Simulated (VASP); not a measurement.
# KAl12 in VASP: further runs

The runs below take KAl12 through single point, with PBE.

Program: VASP 6.6.1. These are calculated values, not measurements. Logs are shortened: lines on timing, memory, paths and dates and some standing lists are left out, and cuts for length are marked.

### Step 1. The structure

The cell holds a slab with vacuum, 13 atoms: a = 5.728 Å, b = 5.728 Å, c = 15.677 Å, α = 90.00°, β = 90.00°, γ = 60.00°.

The cell was built by a generator and needn't be a form met in nature.

### Step 2. Single point, PBE

The input, INCAR:

```
ALGO = Normal ; EDIFF = 1E-6
ENCUT = 520 ; GGA = PE
ISIF = 2 ; ISMEAR = 0
LASPH = T ; LCHARG = F
LREAL = F ; LWAVE = F
NBANDS = 34 ; NELM = 100
PREC = Accurate ; SIGMA = 0.1
```

The input, KPOINTS:

```
k-points
0
Gamma
  3 3 1
```

The input, POSCAR:

```
KAl12
1.0
    5.7275650000      0.0000000000      0.0000000000
    2.8637820000      4.9602170000      0.0000000000
    0.0000000000      0.0000000000     15.6765370000
Al K
12 1
Direct
    0.1666666208      0.1666667003      0.0637895984
    0.6666667081      0.1666667003      0.0637895984
    0.1666666712      0.6666665995      0.0637895984
    0.6666667585      0.6666665995      0.0637895984
   -0.1687418010      0.3335235132      0.2157512849
    0.3347614972      0.3339851865      0.2147679682
   -0.1666591471      0.8333885393      0.2130170075
    0.3338742367      0.8313777401      0.2153032267
    0.0025188632      0.0026912129      0.3647855391
    0.4942927082      0.0038310824      0.3632468701
    0.0041885043      0.4934509922      0.3620234494
    0.5018519151      0.5004073410      0.3716989281
    0.8260575218     -0.1914392052      0.5501414630
```

Potentials or basis: VASP PAW PBE potentials, release 64 (Al, K_sv).

The run is started by

```sh
> cat potpaw_PBE.64/Al/POTCAR potpaw_PBE.64/K_sv/POTCAR > POTCAR
> mpirun -np 1 vasp_std > vasp.out
```

OUTCAR:

```text
EDIFF = 1E-6
   ENCUT = 520
   GGA = PE
   ISIF = 2
   ISMEAR = 0
   LASPH = T
   LREAL = F
   NELM = 100
   PREC = Accurate

 ion  position               nearest neighbor table
   1  0.167  0.167  0.064-   2 2.86   4 2.86   3 2.86   3 2.86   2 2.86   4 2.86   6 2.89   8 2.90
                             5 2.91
   2  0.667  0.167  0.064-   1 2.86   4 2.86   3 2.86   3 2.86   4 2.86   1 2.86   7 2.86   6 2.88
                             5 2.89
   3  0.167  0.667  0.064-   4 2.86   1 2.86   2 2.86   2 2.86   1 2.86   4 2.86   7 2.86   6 2.89
                             8 2.89
   4  0.667  0.667  0.064-   3 2.86   1 2.86   2 2.86   2 2.86   3 2.86   1 2.86   7 2.86   8 2.89
                             5 2.90
   5  0.831  0.334  0.216-  11 2.83   6 2.84   8 2.85   9 2.86   7 2.86   7 2.87   8 2.88   6 2.89
                             2 2.89   4 2.90   1 2.91  12 2.94
   6  0.335  0.334  0.215-  11 2.83   5 2.84  10 2.85   8 2.85   7 2.86   7 2.87   8 2.88   2 2.88
                             5 2.89   3 2.89   1 2.89  12 2.96
   7  0.833  0.833  0.213-   5 2.86   8 2.86   6 2.86   2 2.86   3 2.86   4 2.86   6 2.87   8 2.87
                             5 2.87  11 2.88  10 2.89   9 2.91
   8  0.334  0.831  0.215-   6 2.85  10 2.85   5 2.85   7 2.86   9 2.86   7 2.87   5 2.88   6 2.88
                             3 2.89   4 2.89   1 2.90  12 2.95
   9  0.003  0.003  0.365-  11 2.82  10 2.82   5 2.86  12 2.86   8 2.86  12 2.87  10 2.91   7 2.91
                            11 2.91  13 3.44
  10  0.494  0.004  0.363-  11 2.81   9 2.82   6 2.85   8 2.85  12 2.87  12 2.87   7 2.89   9 2.91
                            11 2.92  13 3.36
  11  0.004  0.493  0.362-  10 2.81   9 2.82   5 2.83   6 2.83  12 2.86  12 2.87   7 2.88   9 2.91
                            10 2.92  13 3.34
  12  0.502  0.500  0.372-   9 2.86  11 2.86  10 2.87  10 2.87   9 2.87  11 2.87   5 2.94   8 2.95
                             6 2.96
  13  0.826  0.809  0.550-  11 3.34  10 3.36   9 3.44

  LATTYP: Found a hexagonal cell.
 ALAT       =     5.7275649303
 C/A-ratio  =     2.7370334847

  Lattice vectors:

 A1 = (  -2.8637820000,  -4.9602170000,   0.0000000000)
 A2 = (   5.7275650000,   0.0000000000,   0.0000000000)
 A3 = (   0.0000000000,   0.0000000000,  15.6765370000)

Analysis of symmetry for initial positions (statically):
=====================================================================
 Subroutine PRICEL returns:
 Original cell was already a primitive cell.

 Routine SETGRP: Setting up the symmetry group for a
 hexagonal supercell.

 Subroutine GETGRP returns: Found  1 space group operations
 (whereof  1 operations were pure point group operations)
 out of a pool of 24 trial point group operations.

The static configuration has the point symmetry C_1 .

Analysis of symmetry for dynamics (positions and initial velocities):
=====================================================================
 Subroutine PRICEL returns:
 Original cell was already a primitive cell.

 Routine SETGRP: Setting up the symmetry group for a
 hexagonal supercell.

 Subroutine GETGRP returns: Found  1 space group operations
 (whereof  1 operations were pure point group operations)
 out of a pool of 24 trial point group operations.

The dynamic configuration has the point symmetry C_1 .

 Subroutine INISYM returns: Found  1 space group operations
 (whereof  1 operations are pure point group operations),
 and found     1 'primitive' translations

----------------------------------------------------------------------------------------

                                     Primitive cell

  volume of cell :     445.3699

  direct lattice vectors                    reciprocal lattice vectors
     5.727565000  0.000000000  0.000000000     0.174594265 -0.100802024  0.000000000
     2.863782000  4.960217000  0.000000000     0.000000000  0.201604083  0.000000000
     0.000000000  0.000000000 15.676537000     0.000000000  0.000000000  0.063789598

  length of vectors
     5.727565000  5.727564930 15.676537000     0.201604081  0.201604083  0.063789598

  position of ions in fractional coordinates (direct lattice)
     0.166666621  0.166666700  0.063789598
[... 32 lines left out ...]

Automatic generation of k-mesh.
 Grid dimensions read from file:
 generate k-points for:    3    3    1

 Generating k-lattice:

  Cartesian coordinates                     Fractional coordinates (reciprocal lattice)
     0.058198088 -0.033600675  0.000000000     0.333333333  0.000000000  0.000000000
     0.000000000  0.067201361  0.000000000     0.000000000  0.333333333  0.000000000
     0.000000000  0.000000000  0.063789598     0.000000000  0.000000000  1.000000000

  Length of vectors
     0.067201360  0.067201361  0.063789598

  Shift w.r.t. Gamma in fractional coordinates (k-lattice)
     0.000000000  0.000000000  0.000000000

 Subroutine IBZKPT returns following result:
 ===========================================

 Found      5 irreducible k-points:

 Following reciprocal coordinates:
            Coordinates               Weight
  0.000000  0.000000  0.000000      1.000000
  0.333333  0.000000  0.000000      2.000000
  0.333333  0.333333  0.000000      2.000000
  0.000000  0.333333  0.000000      2.000000
 -0.333333  0.333333  0.000000      2.000000
   k-points           NKPTS =      5   k-points in BZ     NKDIM =      5   number of bands    NBANDS=     34
   number of dos      NEDOS =    301   number of ions     NIONS =     13
   total plane-waves  NPLWV = 276480
   dimension x,y,z NGX =    48 NGY =   48 NGZ =  120
   dimension x,y,z NGXF=    96 NGYF=   96 NGZF=  240
   ions per type =              12   1
   NGX,Y,Z   is equivalent  to a cutoff of  13.93, 13.93, 12.73 a.u.
   NGXF,Y,Z  is equivalent  to a cutoff of  27.86, 27.86, 25.45 a.u.
 SYSTEM =  unknown system
   PREC   = accura    normal or accurate (medium, high low for compatibility)
   ISTART =      0    job   : 0-new  1-cont  2-samecut
   ICHARG =      2    charge: 1-file 2-atom 10-const
   ISPIN  =      1    spin polarized calculation?
   LNONCOLLINEAR =      F non collinear calculations
   LSORBIT =      F    spin-orbit coupling
   LASPH  =      T    aspherical Exc in radial PAW
   ENCUT  =  520.0 eV  38.22 Ry    6.18 a.u.  10.65 10.65 29.15*2*pi/ulx,y,z
   NELM   =    100;   NELMIN=  2; NELMDL= -5     # of ELM steps
   EDIFF  = 0.1E-05   stopping-criterion for ELM
   LREAL  =      F    real-space projection
   EDIFFG = 0.1E-04   stopping-criterion for IOM
   NSW    =      0    number of steps for IOM
   IBRION =     -1    ionic relax: 0-MD 1-quasi-New 2-CG
   NFREE  =      0    steps in history (QN), initial steepest desc. (CG)
   ISIF   =      2    stress and relaxation
   ISYM   =      2    0-nonsym 1-usesym 2-fastsym
   POTIM  = 0.5000    time-step for ionic-motion
   TEBEG  =    0.0;   TEEND  =   0.0 temperature during run
   PSTRESS=    0.0 pullay stress
   NELECT =      45.0000    total number of electrons
   NUPDOWN=      -1.0000    fix difference up-down
   EMIN   =  10.00;   EMAX   =-10.00  energy-range for DOS
   EFERMI =   0.00;   METHOD = LEGACY
   ISMEAR =     0;   SIGMA  =   0.10  broadening in eV -4-tet -1-fermi 0-gaus
   EFERMI_NEDOS =   21; number of points for ismear=-14 and -15
   IALGO  =     38    algorithm
   IMIX   =      4    mixing-type and parameters
     AMIX     =   0.40;   BMIX     =  1.00
     AMIX_MAG =   1.60;   BMIX_MAG =  1.00
  volume/ion in A,a.u.               =      34.26       231.19
  Fermi-wavevector in a.u.,A,eV,Ry     =   0.762498  1.440912  7.910471  0.581403
  Thomas-Fermi vector in A             =   1.861972
   LORBIT       =      0    0 simple, 1 ext, 2 COOP (PROOUT), +10 PAW based schemes
   GGA     = PE    functional components
   LHFCALC =     F    Hartree Fock is set to
   AEXX    =    0.0000 exact exchange contribution
   IVDW    =     0    specifies the selected vdW correction
   LEPSILON=     F    determine dielectric tensor
   LRPA    =     F    only Hartree local field effects (RPA)
 non-spin polarized calculation
 Gauss-broadening in eV      SIGMA  =   0.10
  energy-cutoff  :      520.00
  volume of cell :      445.37
 maximum number of plane-waves:     12018
 NGX is ok and might be reduce to    42
   NGX = 21   NGY = 21   NGZ = 59

 number of electron      44.9999999 magnetization

 Free energy of the ion-electron system (eV)
  ---------------------------------------------------
  ext. energy  EPLUGINS =         0.00000000
  ---------------------------------------------------
  free energy    TOTEN  =       -43.93105355 eV

  energy without entropy =      -43.89288182  energy(sigma->0) =      -43.91196769

 E-fermi :   2.4215     XC(G=0):  -6.3821

 val. band max:        2.3241867915   @ k =   0.0000   0.0000   0.0000
 cond. band min:       2.5433666776   @ k =   0.3333   0.3333   0.0000
 fundamental gap:      0.2191798861
 Fermi energy:         2.4214556151

 k-point     1 :       0.0000    0.0000    0.0000
  band No.  band energies     occupation
      1     -29.9679      2.00000
      2     -13.4658      2.00000
      3     -13.4611      2.00000
      4     -13.4514      2.00000
      5      -7.8177      2.00000
      6      -6.0989      2.00000
[... 174 lines left out ...]
     33       5.4751      0.00000
     34       5.4990      0.00000

------------------------ aborting loop because EDIFF is reached ----------------------------------------

  FORCE on cell =-STRESS in cart. coord.  units (eV):
  Direction    XX          YY          ZZ          XY          YZ          ZX
  --------------------------------------------------------------------------------------
  -------------------------------------------------------------------------------------
  Total       -3.3373144     -3.2456912     -0.6197084     -0.0542427      0.0182178      0.0123997
  in kB      -12.0056829    -11.6760770     -2.2293441     -0.1951330      0.0655369      0.0446067
  external PRESSURE =      -8.6370346 kB  Pullay stress =       0.0000000 kB

 VOLUME and BASIS-vectors are now :
 -----------------------------------------------------------------------------
  energy-cutoff  :      520.00
  volume of cell :      445.37
      direct lattice vectors                 reciprocal lattice vectors
     5.727565000  0.000000000  0.000000000     0.174594265 -0.100802024  0.000000000
     2.863782000  4.960217000  0.000000000     0.000000000  0.201604083  0.000000000
     0.000000000  0.000000000 15.676537000     0.000000000  0.000000000  0.063789598

 POSITION                                       TOTAL-FORCE (eV/Angst)
 -----------------------------------------------------------------------------------
      1.43189      0.82670      1.00000         0.000744     -0.014415     -0.037450
      4.29567      0.82670      1.00000        -0.000589      0.000190      0.020096
      2.86378      3.30681      1.00000         0.011179      0.005638      0.019251
      5.72757      3.30681      1.00000        -0.012337      0.005966      0.013454
      5.71622      1.65435      3.38223         0.000725     -0.000222     -0.013574
      2.87383      1.65664      3.36682        -0.000265     -0.000150     -0.006628
      7.15966      4.13379      3.33937         0.000644     -0.000815     -0.004534
      4.29317      4.12381      3.37521         0.000618      0.000267      0.000019
      0.02213      0.01335      5.71857        -0.000976     -0.006779      0.003797
      2.84207      0.01900      5.69445         0.003088     -0.007045     -0.008629
      1.43713      2.44762      5.67527         0.000757      0.009994      0.024358
      4.30745      2.48213      5.82695        -0.007972      0.006014      0.004513
      7.04684      4.01064      8.62431         0.004385      0.001358     -0.014674
 -----------------------------------------------------------------------------------
    total drift:                               -0.000019      0.000094      0.000190

  FREE ENERGIE OF THE ION-ELECTRON SYSTEM (eV)
  ---------------------------------------------------
  free  energy   TOTEN  =       -43.9310535517 eV

  energy  without entropy=      -43.8928818220  energy(sigma->0) =      -43.91196769
```

It took 98 s on 1 thread of Intel Xeon 6975P-C (Granite Rapids), shared host; peak memory 0.6 GiB.

What came out:

| Property | Result |
| --- | --- |
| Free energy | -43.9311 eV |
| Largest force | 0.040 eV/Å |
| Band gap on the k mesh | none (metal or under the smearing width) |

Forces on the atoms (eV/Å):
```
Al   0.001 -0.014 -0.037
Al  -0.001  0.000  0.020
Al   0.011  0.006  0.019
Al  -0.012  0.006  0.013
Al   0.001  0.000 -0.014
Al   0.000  0.000 -0.007
Al   0.001 -0.001 -0.005
Al   0.001  0.000  0.000
Al  -0.001 -0.007  0.004
Al   0.003 -0.007 -0.009
Al   0.001  0.010  0.024
Al  -0.008  0.006  0.005
K    0.004  0.001 -0.015
```

Levels at points of the mesh, in eV from the Fermi level:
```
           k point  band 18  band 19  band 20  band 21  band 22  band 23  band 24  band 25  band 26  band 27
(0.00, 0.00, 0.00)    -2.46    -2.44    -2.43    -0.56    -0.38    -0.37    -0.33    -0.14    -0.13    -0.10
```

Caveat: the k mesh is coarse (spacing up to 0.42 Å⁻¹), so the values aren't converged.

### Step 3. Single point, PBE

The input, INCAR:

```
PREC     = Accurate       # precision mode
ENCUT    = 520            # plane-wave cutoff, eV
EDIFF    = 1E-7           # SCF threshold, eV
ISMEAR   = 0              # smearing method
SIGMA    = 0.1            # smearing width, eV
LREAL    = False          # projectors in reciprocal space
LASPH    = True           # aspherical terms in the spheres
NELM     = 100            # most SCF steps
ALGO     = Fast           # electronic algorithm
ISIF     = 2              # what is computed and relaxed
LWAVE    = False          # write WAVECAR
LCHARG   = True           # write CHGCAR
GGA      = PE             # functional
LELF     = True           # ELF
LVHAR    = True         
NBANDS   = 34             # bands
```

The input, KPOINTS:

```
regular mesh
0
Gamma
  3 3 1
```

The input, POSCAR:

```
KAl12
1.0
    5.7275650000      0.0000000000      0.0000000000
    2.8637820000      4.9602170000      0.0000000000
    0.0000000000      0.0000000000     15.6765370000
Al K
12 1
Direct
    0.1666666208      0.1666667003      0.0637895984
    0.6666667081      0.1666667003      0.0637895984
    0.1666666712      0.6666665995      0.0637895984
    0.6666667585      0.6666665995      0.0637895984
   -0.1673075571      0.3328178989      0.2151125596
    0.3345857887      0.3316052503      0.2139702155
   -0.1683375819      0.8346405006      0.2138225426
    0.3340347646      0.8342957576      0.2149310782
   -0.0008441336      0.0030972435      0.3642510460
    0.4995050156     -0.0000102818      0.3717402000
   -0.0023623521      0.4972066746      0.3621926195
    0.5028730358      0.4991196958      0.3643879385
    1.1426308382     -0.3413459532      0.5506650480
```

Potentials or basis: VASP PAW PBE potentials, release 64 (Al, K_sv).

The run is started by

```sh
> cat potpaw_PBE.64/Al/POTCAR potpaw_PBE.64/K_sv/POTCAR > POTCAR
> mpirun -np 1 vasp_std > vasp.out
```

Run time: 4.3 min. Hardware: 1 thread of Intel Xeon 6975P-C (Granite Rapids), shared host; peak memory 0.61 GiB.

Results (log left out):

```
Free energy            : -43.9224 eV
Largest force          : 0.091 eV/Å
Band gap on the k mesh : none (metal or under the smearing width)
```

Forces in eV/Å, atoms in the order of the input:
```
Al   0.079 -0.043 -0.014
Al  -0.078 -0.047 -0.005
Al  -0.005  0.000 -0.029
Al   0.003  0.091 -0.011
Al   0.007  0.007  0.035
Al  -0.006  0.014  0.038
Al   0.005 -0.015  0.039
Al  -0.005 -0.008  0.036
Al  -0.004  0.008 -0.037
Al   0.006 -0.002 -0.019
Al  -0.003  0.000 -0.027
Al  -0.002 -0.002 -0.010
K    0.003 -0.002  0.003
```

Levels at points of the mesh, in eV from the Fermi level:
```
           k point  band 20  band 21  band 22  band 23  band 24  band 25
(0.00, 0.00, 0.00)    -2.41    -0.57    -0.37    -0.37    -0.34    -0.16
```

Caveat: the k mesh is coarse (spacing up to 0.42 Å⁻¹), so the values aren't converged.

(Part 1 of 2 ends here.)
